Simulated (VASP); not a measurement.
A convergence study with VASP on AlAs (zinc blende): one setting is varied, all else stays as given below, so the limit is that of these other settings.

```
CELL_PARAMETERS angstrom
      0.00000     2.83000     2.83000
      2.83000     0.00000     2.83000
      2.83000     2.83000     0.00000
ATOMIC_POSITIONS crystal
  Al 0.00000 0.00000 0.00000
  As 0.25000 0.25000 0.25000
```

These are PBE GGA, VASP's PBE PAW potentials (set 64) (plane waves; VASP) values and carry that method's errors. The tightest run used: 550 eV cut-off, 18×18×18 Γ-centred mesh, Gaussian smearing of 0.010 eV, potentials Al As.

The reference is 18×18×18 mesh, which took about 20 core-minutes. Costs are core time on shared hosts, one run each; read them as rough ratios.

**Question.** Of the settings 4×4×4 mesh; 6×6×6 mesh; 8×8×8 mesh; 10×10×10 mesh; 12×12×12 mesh; 14×14×14 mesh; 16×16×16 mesh; 18×18×18 mesh, which is the lowest that keeps the difference from the reference in mean ε∞ within 0.3 from there on, and what does it cost?

**Answer.** 10×10×10 mesh; its cost over the reference is about 1/4.
```json
[
 {"setting": "4×4×4 mesh", "difference in mean ε∞": "6.22", "cost over the reference": "about 1/20"},
 {"setting": "6×6×6 mesh", "difference in mean ε∞": "1.64", "cost over the reference": "about 1/10"},
 {"setting": "8×8×8 mesh", "difference in mean ε∞": "0.48", "cost over the reference": "about 1/7"},
 {"setting": "10×10×10 mesh", "difference in mean ε∞": "0.14", "cost over the reference": "about 1/4"},
 {"setting": "12×12×12 mesh", "difference in mean ε∞": "0.04", "cost over the reference": "about 1/3"},
 {"setting": "14×14×14 mesh", "difference in mean ε∞": "0.01", "cost over the reference": "within a factor of 2"},
 {"setting": "16×16×16 mesh", "difference in mean ε∞": "0.00", "cost over the reference": "within a factor of 2"},
 {"setting": "18×18×18 mesh", "difference in mean ε∞": "0.00", "cost over the reference": "reference"}
]
```

Left out are rungs that failed or repeat a setting and relaxations that didn't move; long series are thinned to 24 rows.

The compound is AlAs in the zinc blende structure. The cell was not relaxed at this level.
